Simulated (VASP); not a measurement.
Crystal: P.

```
CELL_PARAMETERS angstrom
1.65725 -5.09556 0.00000
1.65725 5.09556 0.00000
0.00000 0.00000 4.18233
ATOMIC_POSITIONS crystal
P 0.89395 0.10605 0.07301
P 0.60605 0.39395 0.57301
P 0.10605 0.89395 0.92699
P 0.39395 0.60605 0.42699
```

Base run:

| Property | Result |
| --- | --- |
| Program | VASP 6.6.1 |
| Functional | PBE |
| Potentials or basis | VASP PAW PBE potentials, release 64 (P) |
| Cutoff | 520 eV |
| k mesh | 12 × 12 × 8 |
| Occupations | methfessel-paxton, width 0.1 eV |
| Spin | no spin polarisation |

Its results: pressure 3.7 GPa; largest force 0.008 eV/Å.

Task: The run is repeated on the same cell with these changes: functional from PBE to LDA; potentials or basis from VASP PAW PBE potentials, release 64 (P) to VASP PAW LDA potentials, release 64 (P). What comes out?

Result: Pressure -1.1 GPa; largest force 0.081 eV/Å.
